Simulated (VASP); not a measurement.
Output of a VASP run:

**OSZICAR**
```
       N       E                     dE             d eps       ncg     rms          rms(c)
DAV:   1     0.235210414472E+03    0.23521E+03   -0.12180E+04  1088   0.146E+03
DAV:   2    -0.528635366902E+00   -0.23574E+03   -0.23048E+03  1291   0.395E+02
DAV:   3    -0.194875717263E+02   -0.18959E+02   -0.18518E+02  1310   0.127E+02
DAV:   4    -0.199573656750E+02   -0.46979E+00   -0.46944E+00  1361   0.218E+01
DAV:   5    -0.199695377024E+02   -0.12172E-01   -0.12171E-01  1512   0.341E+00    0.838E+00
DAV:   6    -0.177541897127E+02    0.22153E+01   -0.12119E+01  1651   0.460E+01    0.337E+00
DAV:   7    -0.176792793581E+02    0.74910E-01   -0.75718E-01  1221   0.988E+00    0.172E+00
DAV:   8    -0.176483159007E+02    0.30963E-01   -0.22082E-01  1245   0.451E+00    0.674E-01
DAV:   9    -0.176409931163E+02    0.73228E-02   -0.24905E-02  1623   0.187E+00    0.173E-01
DAV:  10    -0.176409186688E+02    0.74448E-04   -0.44812E-03  1154   0.524E-01    0.509E-02
DAV:  11    -0.176409058532E+02    0.12816E-04   -0.14171E-04  1290   0.110E-01    0.177E-02
DAV:  12    -0.176409044914E+02    0.13619E-05   -0.15473E-05  1495   0.381E-02    0.518E-03
DAV:  13    -0.176409042812E+02    0.21018E-06   -0.10170E-06   762   0.118E-02
   1 F= -.17640904E+02 E0= -.17640904E+02  d E =-.289007E-11
```

File OUTCAR:
```
------------------------ aborting loop because EDIFF is reached ----------------------------------------
  FORCE on cell =-STRESS in cart. coord.  units (eV):
  Direction    XX          YY          ZZ          XY          YZ          ZX
  --------------------------------------------------------------------------------------
  Total       -2.3666158     -2.3666167     -5.9261575      0.0000000     -0.0000004     -0.0000000
  in kB      -80.1581819    -80.1582109   -200.7212166      0.0000000     -0.0000134     -0.0000000
  external PRESSURE =    -120.3458698 kB  Pullay stress =       0.0000000 kB
  volume of cell :       47.30
      direct lattice vectors                 reciprocal lattice vectors
     1.651468000  0.953476000  5.006791000     0.302760938  0.174799077  0.066576231
    -1.651468000  0.953476000  5.006791000    -0.302760938  0.174799077  0.066576231
     0.000000000 -1.906951000  5.006791000     0.000000000 -0.349598154  0.066576266
 POSITION                                       TOTAL-FORCE (eV/Angst)
 -----------------------------------------------------------------------------------
      0.00000      0.00000      0.00000         0.000000     -0.000000     -0.000000
      0.00000      0.00000      3.78513         0.000000      0.000000      1.595049
      0.00000      0.00000     11.23524         0.000000     -0.000000     -1.595049
 -----------------------------------------------------------------------------------
    total drift:                                0.000000      0.000000     -0.000000
  FREE ENERGIE OF THE ION-ELECTRON SYSTEM (eV)
  ---------------------------------------------------
  free  energy   TOTEN  =       -17.6409042812 eV

  energy  without entropy=      -17.6409042812  energy(sigma->0) =      -17.64090428
```
(Selected blocks of OUTCAR.)

POSCAR:
```
PbO2
1
    1.6514680000     0.9534760000     5.0067910000
   -1.6514680000     0.9534760000     5.0067910000
    0.0000000000    -1.9069510000     5.0067910000
Pb O
1 2
Direct
  0.0000000000   0.0000000000   0.0000000000
  0.2520000000   0.2520000000   0.2520000000
  0.7480000000   0.7480000000   0.7480000000
```

Write an INCAR and KPOINTS that could have produced this output.

One answer among several that fit: the input of the run itself, LDA (Ceperley-Alder, Perdew-Zunger), plane waves, VASP's LDA PAW potentials (set 64).

### KPOINTS
```
Automatic mesh
0
Gamma
6 6 6
0 0 0
```

### INCAR
```
! general
SYSTEM =PbO2
PREC   =Accurate
ENCUT  =400   ! plane-wave cut-off (eV)
LREAL  =.FALSE.   ! projection in real space or not
LASPH  =.TRUE.   ! aspherical one-centre terms

! electronic loop
EDIFF  =1E-6   ! SCF stop (eV)
NELM   =100   ! most electronic steps
ALGO   =Normal   ! blocked Davidson
LMAXMIX=4   ! l cut-off of mixed one-centre charges

! smearing
ISMEAR =0   ! Gaussian
SIGMA  =0.05

! ions
ISIF   =2

! output
LWAVE  =.FALSE.
LCHARG =.FALSE.
```

POTCAR, in this order: Pb_d O (LDA.64 set). Program: vasp_std.

At this cut-off the stress carries a Pulay error, which pulls relaxed volumes low.

The structure was generated: PbO2 was put into an ordered model structure (R-3m), which need not be its known phase. The cell was not relaxed at this level. The run is one of a series of settings (GGA removed, POTCAR Pb_d O (LDA.64 set) against the base run), some of them coarse on purpose.
